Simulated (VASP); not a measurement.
# Al3Si2Ru2 (P1) in VASP: density of states with PBE

Aim: the density of states of Al3Si2Ru2 with PBE.

All numbers are computed with VASP 6.6.1; they aren't measurements. Logs are shortened: lines on timing, memory, paths and dates and some standing lists are left out, and cuts for length are marked.

**1. The structure**

The typed cell holds 7 atoms: a = 3.704 Å, b = 5.008 Å, c = 6.089 Å, α = 77.89°, β = 91.07°, γ = 110.92°.

The cell was built by a generator and needn't be a form met in nature.

**2. Density of states, PBE**

Contents of POSCAR:

```
Al3Si2Ru2
1.0
    0.0256400000      3.7035680000      0.0407340000
    4.6649870000     -1.8194660000     -0.0806270000
    1.2460170000     -0.0572780000     -5.9596520000
Al Si Ru
3 2 2
Direct
    0.0115690000      0.0362530000      0.0141780000
    0.2970310000      0.5953290000      0.8645310000
    0.7637540000      0.4472900000      0.1026890000
    0.0901520000      0.1720170000      0.3474130000
    0.8639150000      0.8308700000      0.6291140000
    0.5603010000      0.2663850000      0.6423950000
    0.3939020000      0.7232270000      0.3371970000
```

Contents of INCAR.step1:

```
SYSTEM = Al3Si2Ru2
PREC = Accurate
ENCUT = 520
EDIFF = 1E-7
ISMEAR = -1
SIGMA = 0.1
LREAL = .FALSE.
LASPH = .TRUE.
NELM = 100
ALGO = Fast
ISIF = 2
LWAVE = .FALSE.
LCHARG = .TRUE.
LMAXMIX = 4
GGA = PE
NBANDS = 32
```

Contents of KPOINTS.step1:

```
Automatic mesh
0
Gamma
  5 4 3
  0.5 0.5 0
```

Contents of INCAR.step2:

```
SYSTEM = Al3Si2Ru2
PREC = Accurate
ENCUT = 520
EDIFF = 1E-7
ISMEAR = -5
SIGMA = 0.1
LREAL = .FALSE.
LASPH = .TRUE.
NELM = 100
ALGO = Fast
ISIF = 2
LWAVE = .FALSE.
LCHARG = .FALSE.
LMAXMIX = 4
GGA = PE
LORBIT = 11
NEDOS = 1001
ICHARG = 11
```

Contents of KPOINTS.step2:

```
Automatic mesh
0
G
  8 6 5
  0 0 0
```

Potentials or basis: VASP PAW PBE potentials, release 64 (Al, Si, Ru_pv).

Command:

```
cat potpaw_PBE.64/Al/POTCAR potpaw_PBE.64/Si/POTCAR potpaw_PBE.64/Ru_pv/POTCAR > POTCAR
cp INCAR.step1 INCAR
cp KPOINTS.step1 KPOINTS
mpirun -np 1 vasp_std > vasp.out
cp INCAR.step2 INCAR
cp KPOINTS.step2 KPOINTS
mpirun -np 1 vasp_std > vasp.out
```

OUTCAR:

```text
SYSTEM = Al3Si2Ru2
   PREC = Accurate
   ENCUT = 520
   EDIFF = 1E-7
   ISMEAR = -5
   LREAL = .FALSE.
   LASPH = .TRUE.
   NELM = 100
   ISIF = 2
   GGA = PE
   LORBIT = 11
   ICHARG = 11

 ion  position               nearest neighbor table
   1  0.012  0.036  0.014-   4 2.25   2 2.58   3 2.68   3 2.69   5 2.72   7 2.81   6 2.83   7 2.92
                             3 2.93   2 3.05   2 3.06   6 3.06
   2  0.297  0.595  0.865-   3 2.27   5 2.34   3 2.45   5 2.56   1 2.58   6 2.76   1 3.05   1 3.06
                             7 3.06   6 3.09   7 3.14   6 3.14   4 3.17
   3  0.764  0.447  0.103-   2 2.27   4 2.42   2 2.45   4 2.68   1 2.68   1 2.69   7 2.79   7 2.84
                             1 2.93   5 3.06   6 3.12   6 3.25
   4  0.090  0.172  0.347-   5 2.09   1 2.25   3 2.42   6 2.48   7 2.57   3 2.68   7 2.76   7 2.86
                             6 2.91   2 3.17
   5  0.864  0.831  0.629-   4 2.09   2 2.34   7 2.47   2 2.56   6 2.63   1 2.72   6 2.73   6 2.80
                             7 2.93   3 3.06
   6  0.560  0.266  0.642-   4 2.48   5 2.63   5 2.73   2 2.76   5 2.80   1 2.83   7 2.87   4 2.91
                             1 3.06   2 3.09   3 3.12   2 3.14   3 3.25
   7  0.394  0.723  0.337-   5 2.47   4 2.57   4 2.76   3 2.79   1 2.81   3 2.84   4 2.86   6 2.87
                             1 2.92   5 2.93   2 3.06   2 3.14

  LATTYP: Found a triclinic cell.
 ALAT       =     3.7038807485
 B/A-ratio  =     1.9080683919
 C/A-ratio  =     1.3520683289
 COS(alpha) =     0.0063520555
 COS(beta)  =     0.3570170929
 COS(gamma) =     0.5079326404

  Lattice vectors:

 A1 = (   0.0256400000,   3.7035680000,   0.0407340000)
 A2 = (   1.2716570000,   3.6462900000,  -5.9189180000)
 A3 = (  -4.6649870000,   1.8194660000,   0.0806270000)

Analysis of symmetry for initial positions (statically):
=====================================================================
 Subroutine PRICEL returns:
 Original cell was already a primitive cell.

 Routine SETGRP: Setting up the symmetry group for a
 triclinic supercell.

 Subroutine GETGRP returns: Found  1 space group operations
 (whereof  1 operations were pure point group operations)
 out of a pool of  2 trial point group operations.

The static configuration has the point symmetry C_1 .

Analysis of symmetry for dynamics (positions and initial velocities):
=====================================================================
 Subroutine PRICEL returns:
 Original cell was already a primitive cell.

 Routine SETGRP: Setting up the symmetry group for a
 triclinic supercell.

 Subroutine GETGRP returns: Found  1 space group operations
 (whereof  1 operations were pure point group operations)
 out of a pool of  2 trial point group operations.

The dynamic configuration has the point symmetry C_1 .

 Subroutine INISYM returns: Found  1 space group operations
 (whereof  1 operations are pure point group operations),
 and found     1 'primitive' translations

----------------------------------------------------------------------------------------

                                     Primitive cell

  volume of cell :     102.9528

  direct lattice vectors                    reciprocal lattice vectors
     0.025640000  3.703568000  0.040734000     0.105279001  0.269067391  0.019425259
     4.664987000 -1.819466000 -0.080627000     0.214366652 -0.001977224  0.044837810
     1.246017000 -0.057278000 -5.959652000    -0.002180548  0.001865815 -0.168268864

  length of vectors
     3.703880748  5.007899854  6.088784041     0.289582923  0.219014612  0.168293335

  position of ions in fractional coordinates (direct lattice)
     0.011569000  0.036253000  0.014178000
     0.297031000  0.595329000  0.864531000
     0.763754000  0.447290000  0.102689000
     0.090152000  0.172017000  0.347413000
     0.863915000  0.830870000  0.629114000
     0.560301000  0.266385000  0.642395000
     0.393902000  0.723227000  0.337197000

  ion indices of the primitive-cell ions
   primitive index   ion index
                 1           1
                 2           2
                 3           3
                 4           4
                 5           5
                 6           6
                 7           7

----------------------------------------------------------------------------------------

 KPOINTS: Automatic mesh

Automatic generation of k-mesh.
 Grid dimensions read from file:
 generate k-points for:    8    6    5

 Generating k-lattice:

  Cartesian coordinates                     Fractional coordinates (reciprocal lattice)
     0.013159875  0.033633424  0.002428157     0.125000000  0.000000000  0.000000000
     0.035727775 -0.000329537  0.007472968     0.000000000  0.166666667  0.000000000
    -0.000436110  0.000373163 -0.033653773     0.000000000 -0.000000000  0.200000000

  Length of vectors
     0.036197865  0.036502435  0.033658667

  Shift w.r.t. Gamma in fractional coordinates (k-lattice)
     0.000000000  0.000000000  0.000000000

 TETIRR: Found    720 inequivalent tetrahedra from     1440

 Subroutine IBZKPT returns following result:
 ===========================================

 Found    122 irreducible k-points:

 Following reciprocal coordinates:
            Coordinates               Weight
  0.000000  0.000000  0.000000      1.000000
  0.125000  0.000000  0.000000      2.000000
  0.250000  0.000000  0.000000      2.000000
  0.375000 -0.000000 -0.000000      2.000000
  0.500000  0.000000  0.000000      1.000000
 -0.000000  0.166667 -0.000000      2.000000
[... 16 lines left out ...]
  0.125000  0.500000 -0.000000      2.000000
  0.250000  0.500000 -0.000000      2.000000
 [... further k-points ...]
   k-points           NKPTS =    122   k-points in BZ     NKDIM =    122   number of bands    NBANDS=     27
   number of dos      NEDOS =   1001   number of ions     NIONS =      7
   total plane-waves  NPLWV =  53760
   dimension x,y,z NGX =    28 NGY =   40 NGZ =   48
   dimension x,y,z NGXF=    56 NGYF=   80 NGZF=   96
   ions per type =               3   2   2
   NGX,Y,Z   is equivalent  to a cutoff of  12.57, 13.28, 13.11 a.u.
   NGXF,Y,Z  is equivalent  to a cutoff of  25.14, 26.56, 26.21 a.u.
 SYSTEM =  Al3Si2Ru2
   PREC   = accura    normal or accurate (medium, high low for compatibility)
   ISTART =      0    job   : 0-new  1-cont  2-samecut
   ICHARG =     11    charge: 1-file 2-atom 10-const
   ISPIN  =      1    spin polarized calculation?
   LNONCOLLINEAR =      F non collinear calculations
   LSORBIT =      F    spin-orbit coupling
   LASPH  =      T    aspherical Exc in radial PAW
   ENCUT  =  520.0 eV  38.22 Ry    6.18 a.u.   6.89  9.31 11.32*2*pi/ulx,y,z
   NELM   =    100;   NELMIN=  2; NELMDL=  0     # of ELM steps
   EDIFF  = 0.1E-06   stopping-criterion for ELM
   LREAL  =      F    real-space projection
   EDIFFG = 0.1E-05   stopping-criterion for IOM
   NSW    =      0    number of steps for IOM
   IBRION =     -1    ionic relax: 0-MD 1-quasi-New 2-CG
   NFREE  =      0    steps in history (QN), initial steepest desc. (CG)
   ISIF   =      2    stress and relaxation
   ISYM   =      2    0-nonsym 1-usesym 2-fastsym
   POTIM  = 0.5000    time-step for ionic-motion
   TEBEG  =    0.0;   TEEND  =   0.0 temperature during run
   PSTRESS=    0.0 pullay stress
   NELECT =      45.0000    total number of electrons
   NUPDOWN=      -1.0000    fix difference up-down
   EMIN   =  10.00;   EMAX   =-10.00  energy-range for DOS
   EFERMI =   0.00;   METHOD = LEGACY
   ISMEAR =    -5;   SIGMA  =   0.10  broadening in eV -4-tet -1-fermi 0-gaus
   EFERMI_NEDOS =   21; number of points for ismear=-14 and -15
   IALGO  =     68    algorithm
   IMIX   =      4    mixing-type and parameters
     AMIX     =   0.40;   BMIX     =  1.00
     AMIX_MAG =   1.60;   BMIX_MAG =  1.00
  volume/ion in A,a.u.               =      14.71        99.25
  Fermi-wavevector in a.u.,A,eV,Ry     =   1.242414  2.347822 21.001849  1.543592
  Thomas-Fermi vector in A             =   2.376769
   LORBIT       =     11    0 simple, 1 ext, 2 COOP (PROOUT), +10 PAW based schemes
   GGA     = PE    functional components
   LHFCALC =     F    Hartree Fock is set to
   AEXX    =    0.0000 exact exchange contribution
   IVDW    =     0    specifies the selected vdW correction
   LEPSILON=     F    determine dielectric tensor
   LRPA    =     F    only Hartree local field effects (RPA)
 non-spin polarized calculation
 RMM-DIIS sequential band-by-band and
 Fermi weights with tetrahedron method with Bloechl corrections
  energy-cutoff  :      520.00
  volume of cell :      102.95
 maximum number of plane-waves:      2789

 number of electron      45.0000005 magnetization

 Free energy of the ion-electron system (eV)
  ---------------------------------------------------
  ext. energy  EPLUGINS =         0.00000000
  ---------------------------------------------------
  free energy    TOTEN  =       -38.22302852 eV

  energy without entropy =      -38.22302852  energy(sigma->0) =      -38.22302852

 E-fermi :   9.9258     XC(G=0): -11.5311

 val. band max:        9.9992022705   @ k =  -0.1250  -0.0000   0.4000
 cond. band min:       9.8656753980   @ k =   0.1250  -0.1667   0.4000
 fundamental gap:     -0.1335268725
 Fermi energy:         9.9258299846

 k-point     1 :       0.0000    0.0000    0.0000
  band No.  band energies     occupation
      1     -32.4930      2.00000
      2     -32.4841      2.00000
      3     -32.3912      2.00000
      4     -32.3031      2.00000
      5     -32.2869      2.00000
      6     -32.2441      2.00000
[... 19 lines left out ...]
     26      11.3212      0.00000
     27      12.5785      0.00000

 k-point     2 :       0.1250    0.0000    0.0000
  band No.  band energies     occupation
      1     -32.4931      2.00000
      2     -32.4842      2.00000
      3     -32.3917      2.00000
      4     -32.3063      2.00000
      5     -32.2869      2.00000
      6     -32.2444      2.00000
[... 19 lines left out ...]
     26      11.2672      0.00000
     27      12.8216      0.00000

 k-point     3 :       0.2500    0.0000    0.0000
  band No.  band energies     occupation
      1     -32.4934      2.00000
      2     -32.4846      2.00000
      3     -32.3931      2.00000
      4     -32.3132      2.00000
      5     -32.2875      2.00000
      6     -32.2454      2.00000
[... 19 lines left out ...]
     26      11.7402      0.00000
     27      11.9661      0.00000

 k-point     4 :       0.3750   -0.0000   -0.0000
  band No.  band energies     occupation
      1     -32.4941      2.00000
      2     -32.4848      2.00000
      3     -32.3949      2.00000
      4     -32.3192      2.00000
      5     -32.2880      2.00000
      6     -32.2467      2.00000
[... 19 lines left out ...]
     26      11.1377      0.00000
     27      11.7260      0.00000
[... 516 lines left out ...]
      4     -32.3025      2.00000
      5     -32.2868      2.00000
      6     -32.2436      2.00000
[... 19 lines left out ...]
     26      13.0090      0.00000
     27      13.7211      0.00000

 k-point    23 :       0.1250    0.5000   -0.0000
  band No.  band energies     occupation
      1     -32.5054      2.00000
      2     -32.4727      2.00000
      3     -32.3929      2.00000
      4     -32.3063      2.00000
      5     -32.2865      2.00000
      6     -32.2440      2.00000
[... 19 lines left out ...]
     26      12.9489      0.00000
     27      13.4934      0.00000

 k-point    24 :       0.2500    0.5000   -0.0000
  band No.  band energies     occupation
      1     -32.5057      2.00000
      2     -32.4722      2.00000
      3     -32.3942      2.00000
      4     -32.3141      2.00000
      5     -32.2867      2.00000
      6     -32.2449      2.00000
[... 19 lines left out ...]
     26      12.3263      0.00000
     27      13.3601      0.00000

 [... further k-points ...]
[... 5 lines left out ...]
  --------------------------------------------------------------------------------------
  -------------------------------------------------------------------------------------
  Total       -2.7132521      4.9210691      8.4152458     -0.2297087      0.5522813      9.5827163
  in kB      -42.2243185     76.5829259    130.9601907     -3.5747843      8.5947425    149.1286631
  external PRESSURE =      55.1062660 kB  Pullay stress =       0.0000000 kB

 VOLUME and BASIS-vectors are now :
 -----------------------------------------------------------------------------
  energy-cutoff  :      520.00
  volume of cell :      102.95
      direct lattice vectors                 reciprocal lattice vectors
     0.025640000  3.703568000  0.040734000     0.105279001  0.269067391  0.019425259
     4.664987000 -1.819466000 -0.080627000     0.214366652 -0.001977224  0.044837810
     1.246017000 -0.057278000 -5.959652000    -0.002180548  0.001865815 -0.168268864

 POSITION                                       TOTAL-FORCE (eV/Angst)
 -----------------------------------------------------------------------------------
      0.18708     -0.02393     -0.08695        -1.955429      0.220708      2.245128
      3.86204     -0.03262     -5.18820         1.023300      0.220070      1.995968
      2.23414      2.00890     -0.61694        -0.373538     -1.915159     -2.480062
      1.23765      0.00101     -2.08066         3.099412      1.035738      0.369185
      4.68204      1.65179     -3.78110        -1.598689      0.629698     -2.202052
      2.05748      1.55364     -3.82711        -0.242608      0.118769     -0.540532
      3.80410      0.12364     -2.05184         0.047550     -0.309823      0.612365
 -----------------------------------------------------------------------------------
    total drift:                               -0.001174     -0.002993     -0.003793

  FREE ENERGIE OF THE ION-ELECTRON SYSTEM (eV)
  ---------------------------------------------------
  free  energy   TOTEN  =       -38.2230285210 eV

  energy  without entropy=      -38.2230285210  energy(sigma->0) =      -38.22302852

 total charge

# of ion       s       p       d       tot
------------------------------------------
    1        0.393   0.396   0.000   0.789
    2        0.426   0.423   0.000   0.850
    3        0.429   0.412   0.000   0.841
    4        0.757   0.975   0.000   1.732
    5        0.751   0.946   0.000   1.698
    6        0.259   6.160   6.142  12.561
    7        0.266   6.169   6.158  12.593
--------------------------------------------------
tot          3.281  15.482  12.300  31.064
```

Wall time 4.3 min (1 thread of Intel Xeon Platinum 8488C (Sapphire Rapids), shared host); peak memory 0.43 GiB.

Results:

| Quantity | Value |
| --- | --- |
| Valence electrons inside the program's atomic spheres | Al 0.79, 0.85, 0.84; Si 1.73, 1.70; Ru 12.56, 12.59 |

Levels at points of the mesh, in eV from the Fermi level:
| k point | band 19 | band 20 | band 21 | band 22 | band 23 | band 24 | band 25 | band 26 | band 27 |
| --- | --- | --- | --- | --- | --- | --- | --- | --- | --- |
| (0.00, 0.00, 0.00) | -1.83 | -1.23 | -1.08 | 0.23 | 0.43 | 0.49 | 0.69 | 1.40 | 2.65 |
| (0.50, 0.00, 0.00) | -1.00 | -0.77 | -0.69 | -0.51 | -0.10 | 0.13 | 0.55 | 1.15 | 1.58 |
| (0.00, 0.50, 0.00) | -1.75 | -1.28 | -1.07 | -0.58 | -0.24 | 1.13 | 1.86 | 3.08 | 3.80 |
| (0.50, 0.50, 0.00) | -0.95 | -0.78 | -0.76 | -0.39 | -0.31 | 0.10 | 0.60 | 0.70 | 1.43 |

States per cell in windows of 1 eV (zero at the Fermi level; states under -8 eV left out):
| from (eV) | total | Ru6_d | Ru7_d | Si4_p | Si5_p | Al3_p | Al2_p |
| --- | --- | --- | --- | --- | --- | --- | --- |
| -8.0 | 1.46 | 0.04 | 0.05 | 0.07 | 0.07 | 0.02 | 0.02 |
| -7.0 | 1.76 | 0.07 | 0.07 | 0.09 | 0.09 | 0.03 | 0.03 |
| -6.0 | 2.50 | 0.16 | 0.17 | 0.15 | 0.13 | 0.05 | 0.04 |
| -5.0 | 3.33 | 0.37 | 0.40 | 0.19 | 0.18 | 0.06 | 0.06 |
| -4.0 | 5.32 | 1.03 | 1.03 | 0.18 | 0.18 | 0.09 | 0.09 |
| -3.0 | 4.12 | 1.12 | 1.08 | 0.08 | 0.08 | 0.05 | 0.06 |
| -2.0 | 4.36 | 1.39 | 1.42 | 0.06 | 0.06 | 0.03 | 0.03 |
| -1.0 | 5.73 | 1.87 | 1.85 | 0.07 | 0.08 | 0.05 | 0.05 |
| 0.0 | 4.03 | 0.97 | 0.92 | 0.10 | 0.11 | 0.06 | 0.06 |
| 1.0 | 3.23 | 0.54 | 0.54 | 0.10 | 0.10 | 0.07 | 0.06 |
| 2.0 | 1.65 | 0.18 | 0.19 | 0.05 | 0.05 | 0.04 | 0.04 |
| 3.0 | 0.21 | 0.02 | 0.02 | 0.01 | 0.01 | 0.01 | 0.01 |
| 4.0 | 0.00 | 0.00 | 0.00 | 0.00 | 0.00 | 0.00 | 0.00 |
| 5.0 | 0.00 | 0.00 | 0.00 | 0.00 | 0.00 | 0.00 | 0.00 |

Caveat: the k mesh is coarse (spacing up to 0.36 Å⁻¹), so the values aren't converged; tetrahedron occupations give inexact forces and stress in metals.
